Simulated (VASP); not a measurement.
Set up this calculation in VASP 6.6.1, as the native input.

| Property | Result |
| --- | --- |
| Task | relaxation of cell and atoms |
| Functional | PBE |
| Potentials or basis | VASP PAW PBE potentials, release 64 (Pb_d, O) |
| Cutoff | 600 eV |
| k mesh | 4 × 4 × 4 |
| Occupations | gaussian, width 0.1 eV |
| Spin | no spin polarisation |
| Dipole correction | no |
| Further INCAR settings | ALGO = Normal; EDIFF = 1e-06; IBRION = 2; EDIFFG = -0.04; NSW = 90; ISIF = 3 |

The structure of Pb3O lies in POSCAR:

```
Pb3O
1.0
   -3.1104877500      3.1104877500      3.1104877500
    3.1104877500     -3.1104877500      3.1104877500
    3.1104877500      3.1104877500     -3.1104877500
Pb O
3 1
Direct
    0.0000000000      0.5000000000      0.5000000000
    0.5000000000      0.0000000000      0.5000000000
    0.5000000000      0.5000000000      0.0000000000
    0.0000000000      0.0000000000      0.0000000000
```

The cell was built by a generator and needn't be a form met in nature.

The cell isn't the ideal one: random cell by space group and Wyckoff sites (Im-3m, No. 229).

One way to write it, as run:

INCAR

```
SYSTEM = Pb3O
ALGO     = Normal         ! electronic algorithm
EDIFF    = 1E-6           ! SCF threshold, eV
EDIFFG   = -0.04          ! ionic threshold
ENCUT    = 600            ! plane-wave cutoff, eV
GGA      = PE             ! functional
IBRION   = 2              ! ionic algorithm
ISIF     = 3              ! what is computed and relaxed
ISMEAR   = 0              ! smearing method
LASPH    = .True.         ! aspherical terms in the spheres
LCHARG   = .False.        ! write CHGCAR
LREAL    = .False.        ! projectors in reciprocal space
LWAVE    = .False.        ! write WAVECAR
NELM     = 100            ! most SCF steps
NSW      = 90             ! ionic steps
PREC     = Accurate       ! precision mode
SIGMA    = 0.1            ! smearing width, eV
```

KPOINTS

```
k-points
0
Gamma
  4 4 4
  0 0 0
```

Potentials or basis: VASP PAW PBE potentials, release 64 (Pb_d, O).

Launch:

```sh
$ cat potpaw_PBE.64/Pb_d/POTCAR potpaw_PBE.64/O/POTCAR > POTCAR
$ mpirun -np 1 vasp_std > vasp.out
```

Results of the run:

```
Relaxed volume                         : 27.44 Å³/atom
Relaxed cell                           : a = 5.224 Å, b = 5.224 Å, c = 5.224 Å, α = 109.47°, β = 109.47°, γ = 109.47°
Space group after relaxing (to 0.05 Å) : Im-3m (No. 229)
Energy gained by relaxing              : 30.6 meV/atom
Ionic steps                            : 2
Pressure after relaxing                : -0.1 GPa
Band gap on the k mesh                 : none (metal or under the smearing width)
```

Wall time 58 s on 1 thread of Intel(R) Xeon(R) 6975P-C (Granite Rapids), on a shared host, peak memory 0.34 GiB.
